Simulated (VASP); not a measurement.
A convergence study with VASP on GaSb (zinc blende): one setting is varied, all else stays as given below, so the limit is that of these other settings.

```xyz
2
Lattice="0.0000 3.0500 3.0500 3.0500 0.0000 3.0500 3.0500 3.0500 0.0000" Properties=species:S:1:pos:R:3 pbc="T T T"
Ga     0.0000     0.0000     0.0000
Sb     1.5250     1.5250     1.5250
```

Computed with LDA (Ceperley-Alder, Perdew-Zunger), VASP's LDA PAW potentials (set 64) (plane waves; VASP 6.6.1). The tightest run used: 550 eV cut-off, 16×16×16 Γ-centred mesh, Gaussian smearing of 0.050 eV, potentials Ga_d Sb.

Task: The settings run are 1×1×1 mesh; 2×2×2 mesh; 3×3×3 mesh; 4×4×4 mesh; 5×5×5 mesh; 7×7×7 mesh; 8×8×8 mesh; 9×9×9 mesh; 10×10×10 mesh; 11×11×11 mesh; 12×12×12 mesh; 13×13×13 mesh; 14×14×14 mesh; 15×15×15 mesh; 16×16×16 mesh. From which on does the energy per atom stay within 0.01 eV/atom of the tightest run?

Result: From 7×7×7 mesh on: it is off by 0.0081 there and by no more than 0.01 in any finer run, while 5×5×5 mesh is off by 0.0400.
| setting | E (eV/atom) | pressure (GPa) | irreducible k-points | difference judged (eV/atom) |
|---|---|---|---|---|
| 1×1×1 mesh | 4.2823 | 72.45 | 1 | 8.6174 |
| 2×2×2 mesh | -3.1025 | 8.43 | 3 | 1.2326 |
| 3×3×3 mesh | -4.0199 | 1.19 | 4 | 0.3153 |
| 4×4×4 mesh | -4.2312 | -0.40 | 8 | 0.1039 |
| 5×5×5 mesh | -4.2952 | -0.88 | 10 | 0.0400 |
| 7×7×7 mesh | -4.3270 | -1.11 | 20 | 0.0081 |
| 8×8×8 mesh | -4.3310 | -1.13 | 29 | 0.0041 |
| 9×9×9 mesh | -4.3330 | -1.14 | 35 | 0.0022 |
| 10×10×10 mesh | -4.3339 | -1.15 | 47 | 0.0012 |
| 11×11×11 mesh | -4.3345 | -1.15 | 56 | 0.0007 |
| 12×12×12 mesh | -4.3348 | -1.15 | 72 | 0.0004 |
| 13×13×13 mesh | -4.3349 | -1.15 | 84 | 0.0002 |
| 14×14×14 mesh | -4.3350 | -1.16 | 104 | 0.0001 |
| 15×15×15 mesh | -4.3351 | -1.16 | 120 | 0.0000 |
| 16×16×16 mesh | -4.3351 | -1.16 | 145 | 0.0000 |

Left out are rungs that failed or repeat a setting and relaxations that didn't move; long series are thinned to 24 rows.

The compound is GaSb in the zinc blende structure. The cell was not relaxed at this level.
